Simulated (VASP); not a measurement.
Cost and result of VASP (PAW) for the band gap of KCl (rock salt). Gaps are without spin-orbit coupling. Each level names its cell: its own relaxed one, PBE's, or the starting one. A gap is the smallest over the k-mesh and a band path; hybrids may have named points in place of the path, and GW has the mesh alone. The cost counts the self-consistent run with its band path or extra points (for GW, with the PBE run and the diagonalisation ahead of it), each on the mesh and cut-off of its row, so the ratios hold those differences too. With PBE it took about 60 core-seconds. The timings are rough (shared machines, no repeats); factors under 2 mean little.

Measured: 8.50 eV (as given by David Koller et al., Journal of Physics Condensed Matter (2013), arXiv:1304.4470).

```csv
level,k-mesh,cut-off (eV),band gap (eV),error (eV),cost over PBE
LDA (own cell),8×8×8,520,___,___,within a factor of 2
PBEsol (own cell),8×8×8,520,5.09,-3.41,within a factor of 2
PBE (own cell),8×8×8,520,5.04,-3.46,reference
SCAN (own cell),8×8×8,520,5.83,-2.67,about 5 times
r2SCAN (starting cell),8×8×8,520,5.83,-2.67,about 5 times
```

**Question.** Some entries are withheld; supply them.

**Answer.** 
- LDA (own cell), band gap (eV): 5.10
- LDA (own cell), error (eV): -3.40

Left out are levels that failed, ran on another kind of processor or have no fit band path; at most nine are shown.

The compound is KCl in the rock salt structure.
